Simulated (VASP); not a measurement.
```xyz
3
Lattice="-1.6014 1.6014 3.9079 1.6014 -1.6014 3.9079 1.6014 1.6014 -3.9079" Properties=species:S:1:pos:R:3 pbc="T T T"
Si     1.6014     1.6014     1.2874
Si     0.0000     0.0000     2.6206
Mo     0.0000     0.0000     0.0000
```

Level of theory: r2SCAN meta-GGA, VASP's PBE PAW potentials (set 64) (plane waves; VASP). Settings: 480 eV cut-off, 12×12×12 Γ-centred mesh, first-order Methfessel-Paxton smearing of 0.10 eV, potentials Si Mo_sv.

**Question.** What does the run give for the energy per atom (σ→0), band gap (on the k-mesh) with the smallest direct gap where there is one?

**Answer.** 
- band gap (on the k-mesh): none (metal, semimetal or under 0.01 eV)
- energy per atom (σ→0): -15.005 eV/atom

Only differences to runs with the same potentials and settings are physical.

The compound is MoSi2 in the MoSi2 type structure. It was relaxed first.
